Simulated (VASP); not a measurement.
Calculation: PBEsol GGA, VASP's PBE PAW potentials (set 64) (plane waves; VASP 6.6.1).

Input for VASP

### POSCAR
```
MoSi2
1.0
 -1.5732902151   1.5732902151   3.8625980236
  1.5732902151  -1.5732902151   3.8625980236
  1.5732902151   1.5732902151  -3.8625980236
Si Mo
2 1
Cartesian
 -0.0000000000   0.0000000000   5.1388118763
  1.5732902151   1.5732902151  -1.2762138527
  0.0000000000   0.0000000000   0.0000000000
```

### INCAR
```
SYSTEM = MoSi2
PREC = Accurate
ENCUT = 500
EDIFF = 1E-6
NELM = 100
ALGO = Normal
LREAL = .FALSE.
LASPH = .TRUE.
ISMEAR = 1
SIGMA = 0.1
GGA = PS
LMAXMIX = 4
LWAVE = .FALSE.
LCHARG = .FALSE.
IBRION = 2
ISIF = 3
NSW = 40
EDIFFG = -0.02
PSTRESS = 100
```

File KPOINTS:
```
Regular mesh
0
gamma
14 14 14
0 0 0
```

POTCAR, in this order: Si Mo_sv (PBE.64 set). Program: vasp_std.

Problem. What will the output report for the number of irreducible k-points (NKPTS), largest plane-wave count, number of space-group operations, FFT grid (NGX, NGY, NGZ)?

Solution. 
The number of irreducible k-points (NKPTS) is 244, the largest plane-wave count is 982 and the number of space-group operations is 16. The FFT grid (NGX, NGY, NGZ) is 36 × 36 × 36.

The compound is MoSi2 in the MoSi2 type structure. This run relaxes it under an external pressure of 10 GPa. Symmetry was kept, so distortions that lower it aren't found.
